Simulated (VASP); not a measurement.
Elastic constants (GPa) of a crystal from VASP 6.6.1 with PBE GGA, VASP's PBE PAW potentials (set 64):

|  | xx | yy | zz | yz | xz | xy |
|---|---|---|---|---|---|---|
| xx | 594.9 | 228.8 | 228.8 | 0.0 | 0.0 | 0.0 |
| yy | 228.8 | 594.9 | 228.8 | 0.0 | 0.0 | 0.0 |
| zz | 228.8 | 228.8 | 594.9 | 0.0 | 0.0 | 0.0 |
| yz | 0.0 | 0.0 | 0.0 | 246.4 | 0.0 | 0.0 |
| xz | 0.0 | 0.0 | 0.0 | 0.0 | 246.4 | 0.0 |
| xy | 0.0 | 0.0 | 0.0 | 0.0 | 0.0 | 246.4 |

Finite-difference elastic constants of metals are sensitive to mesh and smearing; shear constants can be off by tens of GPa.

Question: Work out the Voigt, Reuss and Hill moduli, Young's modulus and Poisson's ratio.

Answer: All eigenvalues are positive (smallest 246.4 GPa), so the crystal is stable. K_V = (C11+C22+C33+2(C12+C13+C23))/9 = (1784.7 + 2×686.4)/9 = 350.8 GPa; G_V = (1784.7 − 686.4 + 3×739.2)/15 = 221.1 GPa. From the compliances, K_R = 350.8 GPa and G_R = 216.4 GPa. Hill: K = 350.8 GPa, G = 218.7 GPa, E = 9KG/(3K+G) = 543.3 GPa, ν = (3K−2G)/(2(3K+G)) = 0.242. K/G = 1.60, below Pugh's 1.75; universal anisotropy A^U = 0.11.

Question: With a density of 21.99 g/cm³, what are the mean sound speeds?

Answer: v_l = √((K+4G/3)/ρ) = 5.41 km/s and v_t = √(G/ρ) = 3.15 km/s. The crystal is Ir (fcc), cubic.

The compound is Ir in the fcc structure. It was relaxed first.
